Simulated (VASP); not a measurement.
Input of a VASP 6.6.1 run:

INCAR

```
SYSTEM = SiF
ALGO = Normal
EDIFF = 1E-6
EDIFFG = -0.01
ENCUT = 600
GGA = PE
IBRION = 2
ISIF = 3
ISMEAR = 0
LASPH = .True.
LCHARG = .False.
LREAL = .False.
LWAVE = .False.
NELM = 100
NSW = 100
PREC = Accurate
SIGMA = 0.1
```

The input KPOINTS:

```
k-points
0
Gamma
  8 8 8
  0 0 0
```

File POSCAR:

```
SiF
1.0
    4.5255052925      0.0000000000      0.0000000000
    0.0000000000      4.5255052925      0.0000000000
    0.0000000000      0.0000000000      4.5255052925
Si F
3 3
Direct
    0.5000000000      0.0000000000      0.0000000000
    0.0000000000      0.5000000000      0.0000000000
    0.0000000000      0.0000000000      0.5000000000
    0.0000000000      0.5000000000      0.5000000000
    0.5000000000      0.0000000000      0.5000000000
    0.5000000000      0.5000000000      0.0000000000
```

Potentials or basis: VASP PAW PBE potentials, release 64 (Si, F).

Launch:

```bash
$ cat potpaw_PBE.64/Si/POTCAR potpaw_PBE.64/F/POTCAR > POTCAR
$ mpirun -np 1 vasp_std > vasp.out
```

(1) Predict the space group after relaxing (to 0.05 Å).

(2) What does it give for the relaxed volume?

(3) Predict the relaxed cell.

## Answers

(1) Pm-3m (No. 221).

(2) 15.30 Å³/atom.

(3) a = 4.511 Å, b = 4.511 Å, c = 4.511 Å, α = 90.00°, β = 90.00°, γ = 90.00°.

Caveat: an odd number of electrons without spin polarisation forces a metal; a magnetic or distorted state may lie lower.
